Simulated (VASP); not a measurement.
**Static calculation, FePt**

System: FePt, 2 atoms in the cell.

VASP input. INCAR
```
ISMEAR = -1
SIGMA = 0.1
ISIF = 2
LSORBIT = .TRUE.
MAGMOM = 3 0 0  0 0 0
LMAXMIX = 4
NBANDS = 38
LASPH = .TRUE.
NELM = 200
LREAL = .FALSE.
EDIFF = 1E-8
ALGO = Normal
GGA_COMPAT = .FALSE.
PREC = Accurate
ENCUT = 680
ISTART = 1
ICHARG = 0
NELMIN = 4
LORBIT = 11
```

KPOINTS
```
mesh
0
Gamma
8 8 6
0 0 0
```

POSCAR
```
FePt
1.0
     2.730000    0.000000    0.000000
     0.000000    2.730000    0.000000
     0.000000    0.000000    3.710000
Fe Pt
1 1
Direct
  0.000000 0.000000 0.000000
  0.500000 0.500000 0.500000
```

Potentials (PBE.64), in the order of POSCAR: Fe_pv Pt

The WAVECAR comes from an earlier, cheaper step on the same cell.

Results

```
Pressure             : 2.60 GPa
Free energy TOTEN    : -15.2376 eV
Energy (σ→0)         : -15.2154 eV
Smearing term TS     : 22.2 meV/atom
Net spin moment      : 3.30 μB
Valence electrons    : 24
Irreducible k-points : 130
```

Stress tensor in GPa, compression positive:
```
1.88 0.00 0.00
0.00 1.90 0.00
0.00 0.00 4.01
```

VASP prints the stress at a fixed plane-wave basis, so it holds the Pulay stress of this cutoff.

The k-mesh is modest, so these values aren't fully converged in k. One magnetic order was tried; another may lie lower.
